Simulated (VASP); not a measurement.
All values below come from PBEsol GGA, VASP's PBE PAW potentials (set 64) (plane waves; VASP 6.6.1).

A VASP calculation is set up with these files.

File POSCAR:
```
RuAl
1
    0.0000000000     2.7206173504     2.7206173504
    2.7206173504    -0.0000000000     2.7206173504
    2.7206173504     2.7206173504     0.0000000000
Ru Al
1 1
Direct
  0.0000000000   0.0000000000   0.0000000000
  0.2500000000   0.2500000000   0.2500000000
```

KPOINTS:
```
Automatic mesh
0
Gamma
11 11 11
0 0 0
```

**INCAR**
```
SYSTEM = RuAl
PREC = Accurate; ENCUT = 400; LREAL = .False.
LASPH = .True.
EDIFF = 1E-6; NELM = 100; ALGO = Normal
LMAXMIX = 4
ISMEAR = 1; SIGMA = 0.1
GGA = PS
IBRION = 2; NSW = 60; ISIF = 3
EDIFFG = -0.01
LWAVE = .False.; LCHARG = .False.
```

POTCAR, in this order: Ru_pv Al (PBE.64 set). Program: vasp_std.

Output of the run:

### OUTCAR
```
 ion  position               nearest neighbor table
   1  0.000  0.000  0.000-   2 2.36   2 2.36   2 2.36   2 2.36
   2  0.250  0.250  0.250-   1 2.36   1 2.36   1 2.36   1 2.36
  LATTYP: Found a face centered cubic cell.
 ALAT       =     5.4412347008
 Subroutine PRICEL returns:
 Original cell was already a primitive cell.
 Subroutine GETGRP returns: Found 24 space group operations
The static configuration has the point symmetry T_d .
The dynamic configuration has the point symmetry T_d .
 Subroutine INISYM returns: Found 24 space group operations
 Subroutine IBZKPT returns following result:
 Found     56 irreducible k-points:

 Following reciprocal coordinates:
            Coordinates               Weight
  0.000000  0.000000  0.000000      1.000000
  0.090909  0.000000  0.000000      8.000000
  0.181818  0.000000  0.000000      8.000000
  0.272727  0.000000  0.000000      8.000000
  0.363636  0.000000  0.000000      8.000000
  0.454545  0.000000  0.000000      8.000000
  0.090909  0.090909  0.000000      6.000000
  0.181818  0.090909  0.000000     24.000000
  0.272727  0.090909  0.000000     24.000000
  0.363636  0.090909  0.000000     24.000000
  0.454545  0.090909  0.000000     24.000000
 -0.454545  0.090909  0.000000     24.000000
 -0.363636  0.090909  0.000000     24.000000
 -0.272727  0.090909  0.000000     24.000000
 -0.181818  0.090909  0.000000     24.000000
 -0.090909  0.090909  0.000000     12.000000
  0.181818  0.181818  0.000000      6.000000
  0.272727  0.181818  0.000000     24.000000
  0.363636  0.181818  0.000000     24.000000
  0.454545  0.181818  0.000000     24.000000
 -0.454545  0.181818  0.000000     24.000000
 -0.363636  0.181818  0.000000     24.000000
 -0.272727  0.181818  0.000000     24.000000
 -0.181818  0.181818  0.000000     12.000000
...
```

**OSZICAR**
```
       N       E                     dE             d eps       ncg     rms          rms(c)
DAV:   1     0.640961012261E+02    0.64096E+02   -0.83434E+03  1680   0.101E+03
DAV:   2    -0.104585761347E+02   -0.74555E+02   -0.70469E+02  1504   0.252E+02
DAV:   3    -0.118584562481E+02   -0.13999E+01   -0.13340E+01  1556   0.348E+01
DAV:   4    -0.118780621572E+02   -0.19606E-01   -0.19593E-01  1688   0.398E+00
DAV:   5    -0.118784468263E+02   -0.38467E-03   -0.38466E-03  1576   0.467E-01    0.621E+00
DAV:   6    -0.117967282375E+02    0.81719E-01   -0.12813E+00  1356   0.119E+01    0.242E+00
DAV:   7    -0.117219645331E+02    0.74764E-01   -0.27838E-01  1344   0.560E+00    0.181E+00
DAV:   8    -0.117161967612E+02    0.57678E-02   -0.11615E-02  1444   0.123E+00    0.119E-01
DAV:   9    -0.117162338030E+02   -0.37042E-04   -0.23799E-04  1532   0.139E-01    0.111E-01
DAV:  10    -0.117162351657E+02   -0.13627E-05   -0.24789E-05  1432   0.367E-02    0.278E-02
DAV:  11    -0.117162355737E+02   -0.40794E-06   -0.12660E-06  1024   0.118E-02
   1 F= -.11716236E+02 E0= -.11715274E+02  d E =-.117162E+02
       N       E                     dE             d eps       ncg     rms          rms(c)
DAV:   1    -0.117197178154E+02   -0.34826E-02   -0.40346E-02  1356   0.270E+00    0.504E-01
DAV:   2    -0.117183007601E+02    0.14171E-02   -0.33025E-02  1352   0.194E+00    0.396E-01
DAV:   3    -0.117162676357E+02    0.20331E-02   -0.59034E-03  1348   0.809E-01    0.461E-02
DAV:   4    -0.117162710019E+02   -0.33662E-05   -0.18009E-04  1380   0.884E-02    0.112E-02
DAV:   5    -0.117162718313E+02   -0.82947E-06   -0.53948E-06  1500   0.235E-02
   2 F= -.11716272E+02 E0= -.11715327E+02  d E =-.362577E-04
       N       E                     dE             d eps       ncg     rms          rms(c)
DAV:   1    -0.117165051007E+02   -0.23410E-03   -0.25694E-03  1360   0.682E-01    0.129E-01
DAV:   2    -0.117164135260E+02    0.91575E-04   -0.21708E-03  1352   0.496E-01    0.101E-01
DAV:   3    -0.117162787780E+02    0.13475E-03   -0.38802E-04  1348   0.207E-01    0.109E-02
DAV:   4    -0.117162781479E+02    0.63011E-06   -0.10803E-05  1384   0.227E-02    0.261E-03
DAV:   5    -0.117162781021E+02    0.45858E-07   -0.19850E-07   724   0.477E-03
   3 F= -.11716278E+02 E0= -.11715328E+02  d E =-.425284E-04
```

OUTCAR:
```
------------------------ aborting loop because EDIFF is reached ----------------------------------------
  FORCE on cell =-STRESS in cart. coord.  units (eV):
  Direction    XX          YY          ZZ          XY          YZ          ZX
  --------------------------------------------------------------------------------------
  Total       -0.0010298     -0.0010298     -0.0010298      0.0000000      0.0000000     -0.0000000
  in kB       -0.0410483     -0.0410483     -0.0410483      0.0000000      0.0000000     -0.0000000
  external PRESSURE =      -0.0410483 kB  Pullay stress =       0.0000000 kB
  volume of cell :       40.20
      direct lattice vectors                 reciprocal lattice vectors
     0.000000000  2.718831866  2.718831866    -0.183902508  0.183902508  0.183902508
     2.718831866  0.000000000  2.718831866     0.183902508 -0.183902508  0.183902508
     2.718831866  2.718831866  0.000000000     0.183902508  0.183902508 -0.183902508
 POSITION                                       TOTAL-FORCE (eV/Angst)
 -----------------------------------------------------------------------------------
      0.00000      0.00000      0.00000        -0.000000      0.000000     -0.000000
      1.35942      1.35942      1.35942         0.000000     -0.000000      0.000000
 -----------------------------------------------------------------------------------
    total drift:                                0.000000      0.000000      0.000000
  FREE ENERGIE OF THE ION-ELECTRON SYSTEM (eV)
  ---------------------------------------------------
  free  energy   TOTEN  =       -11.7162781021 eV

  energy  without entropy=      -11.7134290890  energy(sigma->0) =      -11.71532843

 reached required accuracy - stopping structural energy minimisation
```
(Selected blocks of OUTCAR.)

### CONTCAR
```
RuAl
   1.00000000000000
     0.0000000000000000    2.7188318656094919    2.7188318656094919
     2.7188318656094919    0.0000000000000000    2.7188318656094919
     2.7188318656094919    2.7188318656094919    0.0000000000000000
  Ru              Al
     1     1
Direct
     0.0000000000000000    0.0000000000000000    0.0000000000000000
     0.2500000000000000    0.2500000000000000    0.2500000000000000
```

File OUTCAR:
```
 val. band max:        5.1700167926   @ k =  -0.4545   0.4545   0.0000

 cond. band min:       5.1830505694   @ k =  -0.2727   0.2727   0.0000


 Fermi energy:         5.1739690217

 k-point     1 :       0.0000    0.0000    0.0000
  band No.  band energies     occupation
      1     -35.9461      2.00000
      2     -35.9461      2.00000
      3     -35.9461      2.00000
      4      -1.6693      2.00000
      5       3.3473      2.00000
      6       3.3473      2.00000
      7       3.3473      2.00000
      8       4.6861      2.00000
      9       4.6861      2.00000
     10      13.8580      0.00000
     11      13.8580      0.00000
     12      13.8580      0.00000

 k-point     2 :       0.0909    0.0000    0.0000
  band No.  band energies     occupation
      1     -35.9480      2.00000
      2     -35.9464      2.00000
      3     -35.9464      2.00000
      4      -1.5401      2.00000
      5       3.3009      2.00000
      6       3.3903      2.00000
      7       3.3903      2.00000
      8       4.6679      2.00000
      9       4.6679      2.00000
     10      12.6567      0.00000
     11      13.7297      0.00000
     12      13.7297      0.00000

 k-point     3 :       0.1818    0.0000    0.0000
  band No.  band energies     occupation
      1     -35.9523      2.00000
      2     -35.9471      2.00000
      3     -35.9471      2.00000
      4      -1.1663      2.00000
      5       3.1881      2.00000
      6       3.4907      2.00000
      7       3.4907      2.00000
      8       4.6485      2.00000
      9       4.6485      2.00000
     10      10.7230      0.00000
     11      13.3255      0.00000
     12      13.3255      0.00000

 k-point     4 :       0.2727    0.0000    0.0000
  band No.  band energies     occupation
      1     -35.9587      2.00000
      2     -35.9483      2.00000
      3     -35.9483      2.00000
      4      -0.5981      2.00000
      5       3.0769      2.00000
      6       3.5731      2.00000
...
```

The structure was generated: RuAl was put into the zinc blende type (F-43m), which need not be its known phase. This run relaxes it. Symmetry was kept, so distortions that lower it aren't found. The start is the result of an earlier pass. The electron count is odd and the run is not spin-polarised, which forces a metal.
